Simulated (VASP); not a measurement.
Here is the system:

```
Rb
1.0
   -2.83984     2.83984     2.83984
    2.83984    -2.83984     2.83984
    2.83984     2.83984    -2.83984
Rb
1
Cartesian
  0.00000   0.00000   0.00000
```

Method: AM05 GGA, VASP's PBE PAW potentials (set 64) (plane waves; VASP). Settings: 520 eV cut-off, 10×10×10 Γ-centred mesh, tetrahedra with Blöchl corrections, potentials Rb_sv.

Question: Predict the energy per atom (σ→0), band gap (on the k-mesh) with the smallest direct gap where there is one.

Answer: 
| Property | Value |
|---|---|
| band gap (on the k-mesh) | none (metal, semimetal or under 0.01 eV) |
| energy per atom (σ→0) | -0.901 eV/atom |

Total energies compare only between runs with the same potentials, cut-off and functional.

The compound is Rb in the bcc structure. It was relaxed first.
